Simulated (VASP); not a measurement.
# InSe: cell size and functional, part 2 of 3

Which functional gives which lattice for InSe? The starting structure is a computed structure from the Materials Project. The first relaxation on each setting starts from this cell expanded by 3 % in volume.

VASP 6.6.1.

Results so far: PBEsol 29.56 Å³ an atom; LDA 28.10 Å³ an atom.

### 4. Relaxation with PBE

Level of this step: PBE; plane waves and PAW (In_d, Se) (VASP).

PBE, the usual starting point, adds the gradient of the density. This run starts from the cell of an earlier relaxation, which isn't shown; the restart sets up the plane waves anew.

The input, INCAR:

```
SYSTEM = InSe
PREC = Accurate
ENCUT = 450
EDIFF = 1E-06
NELM = 100
ISMEAR = 0
SIGMA = 0.03
LREAL = .FALSE.
ALGO = Normal
GGA = PE
NBANDS = 47
LORBIT = 11
LWAVE = .FALSE.
LCHARG = .FALSE.
KPAR = 8
IBRION = 2
NSW = 50
ISIF = 3
EDIFFG = -0.006
```

The input, POSCAR:

```
InSe
1.0
    4.0914878020      0.0000000000      0.0000000000
   -2.0457439009      3.5433323758      0.0000000000
    0.0000000000      0.0000000000     18.3862177764
In Se
4 4
Direct
    0.3333333333      0.6666666667      0.1731543239
    0.6666666667      0.3333333333      0.6731543239
    0.6666666667      0.3333333333      0.8268456761
    0.3333333333      0.6666666667      0.3268456761
    0.3333333333      0.6666666667      0.8960486519
    0.6666666667      0.3333333333      0.3960486519
    0.6666666667      0.3333333333      0.1039513481
    0.3333333333      0.6666666667      0.6039513481
```

The input, KPOINTS:

```
Automatic mesh
0
Gamma
6 6 2
0 0 0
```

Potentials, in the order of the species: In_d and Se (PBE family, release 64).

On the command line:

```sh
> mpirun -np 8 vasp_std
```

The program printed:

```text
[banner, memory and clock lines left out]
running    8 mpi-ranks, on    1 nodes
[...]
[... a notice as in an earlier step ...]

 LDA part: xc-table for (Slater+PW92), standard interpolation
 POSCAR, INCAR and KPOINTS ok, starting setup
[...]
entering main loop
       N       E                     dE             d eps       ncg     rms          rms(c)
DAV:   1     0.731258695427E+03    0.73126E+03   -0.31204E+04  1340   0.156E+03
DAV:   2     0.810184306584E+02   -0.65024E+03   -0.63260E+03  1324   0.425E+02
DAV:   3    -0.223084435496E+02   -0.10333E+03   -0.10055E+03  1627   0.185E+02
DAV:   4    -0.290975228511E+02   -0.67891E+01   -0.67353E+01  1560   0.474E+01
[...]
DAV:  13    -0.284342330405E+02   -0.16016E-04   -0.30102E-05  1748   0.296E-02    0.124E-02
DAV:  14    -0.284342345900E+02   -0.15495E-05   -0.33949E-06  1277   0.211E-02    0.362E-03
DAV:  15    -0.284342350472E+02   -0.45718E-06   -0.13848E-06  1123   0.521E-03
   1 F= -.28434235E+02 E0= -.28434235E+02  d E =-.284342E+02
[...]
N       E                     dE             d eps       ncg     rms          rms(c)
DAV:   1    -0.284343766744E+02   -0.14208E-03   -0.38863E-03  1686   0.570E-01    0.667E-02
DAV:   2    -0.284342830002E+02    0.93674E-04   -0.29186E-04  1722   0.212E-01    0.289E-02
DAV:   3    -0.284342545836E+02    0.28417E-04   -0.69967E-05  1761   0.836E-02    0.111E-02
DAV:   4    -0.284342508777E+02    0.37059E-05   -0.98664E-06  1499   0.211E-02    0.493E-03
DAV:   5    -0.284342495600E+02    0.13177E-05   -0.56529E-07   875   0.824E-03    0.186E-03
DAV:   6    -0.284342493607E+02    0.19932E-06   -0.43678E-07   868   0.560E-03
   2 F= -.28434249E+02 E0= -.28434249E+02  d E =-.143135E-04
 trial-energy change:   -0.000014  1 .order   -0.000015   -0.000023   -0.000008
 step:   1.5058(harm=  1.5058)  dis= 0.00003  next Energy=   -28.434252 (dE=-0.170E-04)
 reached required accuracy - stopping structural energy minimisation
```

Wall time 40 s (8 MPI ranks of AMD EPYC 7R13 (Zen 3), shared host); peak memory 2.9 GiB; 5.2 min of CPU time.

From OUTCAR (step 4):

```text
  Total       -0.0112326     -0.0112326      0.0205543     -0.0000000     -0.0000000      0.0000000
  in kB       -0.0674924     -0.0674924      0.1235035     -0.0000000     -0.0000000      0.0000000
  external PRESSURE =      -0.0038271 kB  Pullay stress =       0.0000000 kB

 POSITION                                       TOTAL-FORCE (eV/Angst)
 -----------------------------------------------------------------------------------
     -0.00000      2.36219      3.18483         0.000000     -0.000000      0.002141
      2.04572      1.18110     12.38132        -0.000000      0.000000      0.002141
      2.04572      1.18110     15.20817        -0.000000      0.000000     -0.002141
     -0.00000      2.36219      6.01167         0.000000     -0.000000     -0.002141
     -0.00000      2.36219     16.48104        -0.000000      0.000000     -0.002785
      2.04572      1.18110      7.28454         0.000000     -0.000000     -0.002785
      2.04572      1.18110      1.91195         0.000000     -0.000000      0.002785
     -0.00000      2.36219     11.10845        -0.000000     -0.000000      0.002785
 -----------------------------------------------------------------------------------
    total drift:                               -0.000000      0.000000     -0.000000

  FREE ENERGIE OF THE ION-ELECTRON SYSTEM (eV)
  ---------------------------------------------------
  free  energy   TOTEN  =       -28.4342493607 eV

  energy  without entropy=      -28.4342493607  energy(sigma->0) =      -28.43424936

[... 2 parts as in an earlier step ...]

[... 2 further parts left out ...]
[key lines of the parts left out:]
E-fermi :   2.7913
```

With PBE the relaxed cell holds 33.331 Å³ an atom, +8.15 % against the starting cell, with a = 4.091 Å and c = 18.393 Å. That is +12.76 % from PBEsol.

### 5. Relaxation with PBEsol + D3(BJ)

D3 with Becke-Johnson damping keeps a finite attraction at short range. This run starts from the cell of an earlier relaxation, which isn't shown; the restart sets up the plane waves anew.

Changes to INCAR since step 4:

```diff
@@ -9,3 +9,4 @@
 ALGO = Normal
-GGA = PE
+GGA = PS
+IVDW = 12
 NBANDS = 47
```

The input, POSCAR:

```
InSe
1.0
    3.9572878676      0.0000000000      0.0000000000
   -1.9786439337      3.4271118234      0.0000000000
    0.0000000000      0.0000000000     16.2863641687
In Se
4 4
Direct
    0.3333333333      0.6666666667      0.1655706257
    0.6666666667      0.3333333333      0.6655706257
    0.6666666667      0.3333333333      0.8344293743
    0.3333333333      0.6666666667      0.3344293743
    0.3333333333      0.6666666667      0.9138743997
    0.6666666667      0.3333333333      0.4138743997
    0.6666666667      0.3333333333      0.0861256003
    0.3333333333      0.6666666667      0.5861256003
```

KPOINTS is that of step 4.

On the command line:

```sh
> mpirun -np 8 vasp_std
```

The program printed:

```text
[banner, memory and clock lines left out]
running    8 mpi-ranks, on    1 nodes
[...]
[... a notice as in an earlier step ...]

 [... a notice as in an earlier step ...]

 LDA part: xc-table for (Slater+PW92), standard interpolation
 POSCAR, INCAR and KPOINTS ok, starting setup
[...]
entering main loop
       N       E                     dE             d eps       ncg     rms          rms(c)
DAV:   1     0.755841260036E+03    0.75584E+03   -0.31552E+04  1316   0.166E+03
DAV:   2     0.821803779639E+02   -0.67366E+03   -0.65446E+03  1330   0.456E+02
DAV:   3    -0.250691755262E+02   -0.10725E+03   -0.10320E+03  1628   0.192E+02
DAV:   4    -0.317621463619E+02   -0.66930E+01   -0.66455E+01  1560   0.475E+01
[...]
DAV:  12    -0.310956733290E+02    0.16772E-04   -0.84521E-05  2017   0.782E-02    0.341E-02
DAV:  13    -0.310956800184E+02   -0.66894E-05   -0.18448E-05  1744   0.203E-02    0.110E-02
DAV:  14    -0.310956795362E+02    0.48212E-06   -0.35521E-06  1153   0.228E-02
   1 F= -.33550138E+02 E0= -.33550138E+02  d E =-.335501E+02
[...]
reached required accuracy - stopping structural energy minimisation
```

The job ended after 24 s (8 MPI ranks; peak memory 2.9 GiB).

From OUTCAR (step 5):

```text
 Edisp (eV)   -2.45446

  Total       0.00646     0.00646     0.04390     0.00000     0.00000     0.00000
  in kB       0.04686     0.04686     0.31847     0.00000     0.00000     0.00000
  external pressure =        0.14 kB  Pullay stress =        0.00 kB

 POSITION                                       TOTAL-FORCE (eV/Angst)
 -----------------------------------------------------------------------------------
     -0.00000      2.28474      2.69654         0.000000      0.000000      0.002929
      1.97864      1.14237     10.83973        -0.000000      0.000000      0.002929
      1.97864      1.14237     13.58982        -0.000000      0.000000     -0.002929
     -0.00000      2.28474      5.44664         0.000000     -0.000000     -0.002929
     -0.00000      2.28474     14.88369        -0.000000      0.000000     -0.001751
      1.97864      1.14237      6.74051         0.000000     -0.000000     -0.001751
      1.97864      1.14237      1.40267         0.000000     -0.000000      0.001751
     -0.00000      2.28474      9.54585         0.000000      0.000000      0.001751
 -----------------------------------------------------------------------------------
    total drift:                               -0.000000      0.000000     -0.000000

  FREE ENERGIE OF THE ION-ELECTRON SYSTEM (eV)
  ---------------------------------------------------
  free  energy   TOTEN  =       -33.5501380291 eV

  energy  without entropy=      -33.5501380291  energy(sigma->0) =      -33.55013803

[... 2 parts as in an earlier step ...]

[... 2 further parts left out ...]
[key lines of the parts left out:]
E-fermi :   4.6718
```

With PBEsol + D3(BJ) the relaxed cell holds 27.610 Å³ an atom, -10.42 % against the starting cell, with a = 3.957 Å and c = 16.286 Å. That is -6.59 % from PBEsol.

### 6. Relaxation with r2SCAN

r2SCAN adds the kinetic-energy density, costs more than a GGA and is run with LASPH. This run starts from the cell of an earlier relaxation, which isn't shown; the restart sets up the plane waves anew.

Changes to INCAR since step 5:

```diff
@@ -9,4 +9,4 @@
 ALGO = Normal
-GGA = PS
-IVDW = 12
+METAGGA = R2SCAN
+LASPH = .TRUE.
 NBANDS = 47
```

The input, POSCAR:

```
InSe
1.0
    4.0444433313      0.0000000000      0.0000000000
   -2.0222216656      3.5025906691      0.0000000000
    0.0000000000      0.0000000000     17.4424706909
In Se
4 4
Direct
    0.3333333333      0.6666666667      0.1697886466
    0.6666666667      0.3333333333      0.6697886466
    0.6666666667      0.3333333333      0.8302113534
    0.3333333333      0.6666666667      0.3302113534
    0.3333333333      0.6666666667      0.9024142984
    0.6666666667      0.3333333333      0.4024142984
    0.6666666667      0.3333333333      0.0975857016
    0.3333333333      0.6666666667      0.5975857016
```

KPOINTS is that of step 5.

On the command line:

```sh
> mpirun -np 8 vasp_std
```

The program printed:

```text
[banner, memory and clock lines left out]
running    8 mpi-ranks, on    1 nodes
[...]
[... a notice as in an earlier step ...]

 [... a notice as in an earlier step ...]

 LDA part: xc-table for (None), standard interpolation
 POSCAR, INCAR and KPOINTS ok, starting setup
[...]
entering main loop
       N       E                     dE             d eps       ncg     rms          rms(c)
DAV:   1     0.623446402035E+03    0.62345E+03   -0.32093E+04  1316   0.164E+03
DAV:   2    -0.543864849101E+02   -0.67783E+03   -0.65896E+03  1340   0.446E+02
DAV:   3    -0.160501702484E+03   -0.10612E+03   -0.10320E+03  1605   0.193E+02
DAV:   4    -0.167373572476E+03   -0.68719E+01   -0.68179E+01  1553   0.489E+01
[...]
DAV:  12    -0.152953089959E+03   -0.13370E-04   -0.53201E-05  1746   0.456E-02    0.370E-02
DAV:  13    -0.152953065602E+03    0.24357E-04   -0.63560E-05  1656   0.452E-02    0.154E-02
DAV:  14    -0.152953066220E+03   -0.61833E-06   -0.43932E-06  1369   0.105E-02
   1 F= -.15295307E+03 E0= -.15295307E+03  d E =-.152953E+03
[...]
reached required accuracy - stopping structural energy minimisation
```

Run time: 77 s. Hardware: 8 MPI ranks; peak memory 3 GiB.

From OUTCAR (step 6):

```text
  Total        0.0292499      0.0292499      0.0301539      0.0000000      0.0000000      0.0000000
  in kB        0.1896611      0.1896611      0.1955228      0.0000000      0.0000000      0.0000000
  external PRESSURE =       0.1916150 kB  Pullay stress =       0.0000000 kB

 POSITION                                       TOTAL-FORCE (eV/Angst)
 -----------------------------------------------------------------------------------
     -0.00000      2.33506      2.96153         0.000000     -0.000000     -0.003360
      2.02222      1.16753     11.68277        -0.000000     -0.000000     -0.003360
      2.02222      1.16753     14.48094        -0.000000      0.000000      0.003360
     -0.00000      2.33506      5.75970         0.000000      0.000000      0.003360
     -0.00000      2.33506     15.74033        -0.000000     -0.000000      0.005518
      2.02222      1.16753      7.01910        -0.000000     -0.000000      0.005518
      2.02222      1.16753      1.70214         0.000000      0.000000     -0.005518
     -0.00000      2.33506     10.42337        -0.000000      0.000000     -0.005518
 -----------------------------------------------------------------------------------
    total drift:                               -0.000000      0.000000      0.000000

  FREE ENERGIE OF THE ION-ELECTRON SYSTEM (eV)
  ---------------------------------------------------
  free  energy   TOTEN  =      -152.9530662202 eV

  energy  without entropy=     -152.9530662202  energy(sigma->0) =     -152.95306622

[... 2 parts as in an earlier step ...]

[... 2 further parts left out ...]
[key lines of the parts left out:]
E-fermi :   3.3727
```

With r2SCAN the relaxed cell holds 30.886 Å³ an atom, +0.21 % against the starting cell, with a = 4.044 Å and c = 17.442 Å. That is +4.49 % from PBEsol.

### 7. Relaxation with r2SCAN + rVV10

rVV10 adds a nonlocal correlation energy for dispersion. This run starts from the cell of an earlier relaxation, which isn't shown and was stopped at its time limit.

Changes to INCAR since step 6:

```diff
@@ -10,2 +10,6 @@
 METAGGA = R2SCAN
+LUSE_VDW = .TRUE.
+IVDW_NL = 2
+BPARAM = 11.95
+CPARAM = 0.0093
 LASPH = .TRUE.
```

The input, POSCAR:

```
InSe
1.0
    4.0221847998      0.0000000000      0.0000000000
   -2.0110923998      3.4833142153      0.0000000000
    0.0000000000      0.0000000000     16.9710787570
In Se
4 4
Direct
    0.3333333333      0.6666666667      0.1679467295
    0.6666666667      0.3333333333      0.6679467295
    0.6666666667      0.3333333333      0.8320532705
    0.3333333333      0.6666666667      0.3320532705
    0.3333333333      0.6666666667      0.9065124973
    0.6666666667      0.3333333333      0.4065124973
    0.6666666667      0.3333333333      0.0934875027
    0.3333333333      0.6666666667      0.5934875027
```

KPOINTS is that of step 6.

On the command line:

```sh
> mpirun -np 8 vasp_std
```

The program printed:

```text
[banner, memory and clock lines left out]
running    8 mpi-ranks, on    1 nodes
[...]
[... a notice as in an earlier step ...]

|                                                                             |
|               ----> ADVICE to this user running VASP <----                  |
|                                                                             |
|     You have switched on vdW-DFT.                                           |
|     This routine was written and supplied by Jiri Klimes. We recommend      |
|     that you carefully read and cite the following publications:            |
|       J. Klimes, D.R. Bowler, A. Michelides                                 |
|          J. Phys.: Cond Matt. 22 022201 (2010)                              |
|       J. Klimes, D.R. Bowler, A. Michelides                                 |
|          Phys. Rev. B. 83, 195131 (2011)                                    |
|     and references therein.                                                 |
[...]
Total rVV10 correction in eV:      2.2093503    86.3123397
Total rVV10 correction in eV:      2.2093503    86.3123397
Total rVV10 correction in eV:      2.2093503    86.3123397
Total rVV10 correction in eV:      2.2093503    86.3123397
Total rVV10 correction in eV:      2.2093503    86.3123397
Total rVV10 correction in eV:      2.2093503    86.3123397
Total rVV10 correction in eV:      2.2093503    86.3123397
Total rVV10 correction in eV:      2.2093503    86.3123397
   1 F= -.15071875E+03 E0= -.15071875E+03  d E =-.150719E+03
[... from here on, the cycles between the ionic steps are left out ...]
   2 F= -.15071904E+03 E0= -.15071904E+03  d E =-.282628E-03
   3 F= -.15071914E+03 E0= -.15071914E+03  d E =-.383545E-03
   4 F= -.15071914E+03 E0= -.15071914E+03  d E =-.383786E-03
   5 F= -.15071925E+03 E0= -.15071925E+03  d E =-.114475E-03
   6 F= -.15071929E+03 E0= -.15071929E+03  d E =-.156161E-03
   7 F= -.15071931E+03 E0= -.15071931E+03  d E =-.172722E-03
   8 F= -.15071939E+03 E0= -.15071939E+03  d E =-.806555E-04
   9 F= -.15071941E+03 E0= -.15071941E+03  d E =-.104380E-03
  10 F= -.15071949E+03 E0= -.15071949E+03  d E =-.774009E-04
  11 F= -.15071959E+03 E0= -.15071959E+03  d E =-.171516E-03
  12 F= -.15071959E+03 E0= -.15071959E+03  d E =-.172704E-03
[...]
reached required accuracy - stopping structural energy minimisation
```

Elapsed: 17 min, on 8 MPI ranks; peak memory 5.9 GiB.

[end of part 2 of 3]

[Lines on the potential files, build, host, timing and source positions are cut from VASP's logs without a mark.]

[Logs are printed without paths, hosts, clocks, repeated set-up lines and the standing remarks that a program may print on its own settings, such as how far it seeks lower states.]

[Hosts, paths, dates, database ids (printed as entryN), source tags and the programs' standing remarks are cut or masked in the printed files.]
